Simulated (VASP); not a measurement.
Level of theory: rev-vdW-DF2, VASP's PBE PAW potentials (set 64) (plane waves; VASP).

VASP input:

KPOINTS:
```
Automatic mesh
0
Gamma
9 9 9
0 0 0
```

### INCAR
```
# general
SYSTEM   = BAs
PREC     = Accurate
ENCUT    = 520
LREAL    = .FALSE.
LASPH    = .TRUE.

# electronic loop
EDIFF    = 1E-7
NELM     = 100
ALGO     = Normal
LMAXMIX  = 4

# smearing
ISMEAR   = 0
SIGMA    = 0.05

# functional
GGA      = MK
LUSE_VDW = .TRUE.
AGGAC    = 0.0
PARAM1   = 0.1234568
PARAM2   = 0.7114
ZAB_VDW  = -1.8867

# ions
ISIF     = 2

# output
LWAVE    = .FALSE.
LCHARG   = .FALSE.
```

File POSCAR:
```
BAs
2.4267340
  0.0000000000   1.0000001633   1.0000001633
  1.0000001633   0.0000000000   1.0000001633
  1.0000001633   1.0000001633   0.0000000000
B As
1 1
Cartesian
  0.0000000000   0.0000000000   0.0000000000
  0.5000000816   0.5000000816   0.5000000816
```

POTCAR, in this order: B As (PBE.64 set). Program: vasp_std.

Task: Estimate the energy per atom (σ→0), pressure.

Result: 
```yaml
energy per atom (σ→0): -4.782 eV/atom
pressure: -3.72 GPa
```

File OSZICAR:
```
...
DAV:   7    -0.957051624617E+01    0.51864E-01   -0.16820E-01   784   0.251E+00    0.895E-01
DAV:   8    -0.956317463895E+01    0.73416E-02   -0.25084E-02   664   0.107E+00    0.108E-01
DAV:   9    -0.956335113051E+01   -0.17649E-03   -0.49116E-04   688   0.182E-01    0.641E-02
DAV:  10    -0.956344007648E+01   -0.88946E-04   -0.18617E-04   560   0.106E-01    0.157E-02
DAV:  11    -0.956344387265E+01   -0.37962E-05   -0.42236E-06   832   0.209E-02    0.138E-02
DAV:  12    -0.956344322616E+01    0.64649E-06   -0.18922E-06   568   0.807E-03    0.125E-03
DAV:  13    -0.956344325549E+01   -0.29330E-07   -0.49680E-08   304   0.220E-03
   1 F= -.95634433E+01 E0= -.95634433E+01  d E =-.478231E-13
```

The compound is BAs in the zinc blende structure. This cell is one point of a volume scan, at 1.03 of the reference volume.
